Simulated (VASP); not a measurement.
```
MgSe
1.0
    0.00000     2.96893     2.96893
    2.96893     0.00000     2.96893
    2.96893     2.96893     0.00000
Mg Se
1 1
Direct
  0.00000   0.00000   0.00000
  0.25000   0.25000   0.25000
```

Method: PBEsol GGA, VASP's PBE PAW potentials (set 64) (plane waves; VASP). Settings: 400 eV cut-off, 9×9×9 Γ-centred mesh, tetrahedra with Blöchl corrections, potentials Mg Se.

**Question.** Tabulate the total density of states (states/eV per cell) against energy (eV; zero at the valence-band maximum or, without a gap, the Fermi level).

**Answer.** 
```
E (eV) | DOS (states/eV)
    -9.92 |  0.00
    -9.68 |  0.00
    -9.56 |  0.00
    -9.32 |  0.00
    -9.09 |  0.00
    -8.97 |  0.00
    -8.73 |  0.00
    -8.50 |  0.00
    -8.26 |  0.00
    -8.14 |  0.00
    -7.91 |  0.00
    -7.67 |  0.00
    -7.55 |  0.00
    -7.32 |  0.00
    -7.08 |  0.00
    -6.96 |  0.00
    -6.72 |  0.00
    -6.49 |  0.00
    -6.25 |  0.00
    -6.13 |  0.00
    -5.90 |  0.00
    -5.66 |  0.00
    -5.54 |  0.00
    -5.31 |  0.00
    -5.07 |  0.00
    -4.95 |  0.00
    -4.71 |  0.00
    -4.48 |  0.00
    -4.36 |  0.00
    -4.12 |  0.00
    -3.89 |  0.00
    -3.65 |  0.00
    -3.53 |  0.00
    -3.30 |  0.00
    -3.06 | #### 0.70
    -2.94 | ######## 1.29
    -2.71 | ############################## 4.91
    -2.47 | ##### 0.82
    -2.35 | #### 0.67
    -2.11 | ### 0.42
    -1.88 | ########## 1.61
    -1.64 | ######### 1.52
    -1.52 | ######### 1.51
    -1.29 | ########### 1.80
    -1.05 | ################## 2.96
    -0.93 | ################## 3.00
    -0.70 | ################### 3.06
    -0.46 | #################### 3.22
    -0.34 | ############### 2.43
    -0.11 | ##### 0.84
     0.13 |  0.00
     0.37 |  0.00
     0.49 |  0.00
     0.72 |  0.00
     0.96 |  0.00
     1.08 |  0.00
     1.31 |  0.00
     1.55 |  0.00
     1.67 |  0.00
     1.90 |  0.00
     2.14 |  0.00
     2.26 |  0.00
     2.50 |  0.00
     2.73 |  0.00
     2.97 |  0.02
     3.09 |  0.03
     3.32 |  0.05
     3.56 | # 0.20
     3.68 | ## 0.28
     3.91 | ### 0.45
     4.15 | #### 0.66
     4.27 | ###### 0.91
     4.50 | ######### 1.53
     4.74 | ########### 1.87
     4.98 | ############ 2.04
     5.10 | ########## 1.58
     5.33 | ##### 0.77
     5.57 | ## 0.39
     5.69 | ### 0.45
     5.92 | ####### 1.15
```
Within 2 eV below the valence-band maximum the largest weight inside VASP's projection spheres is Se p.

The structure comes from a computed database's MgSe entry (F-43m); how it stands against other phases isn't given here. The cell was not relaxed at this level.
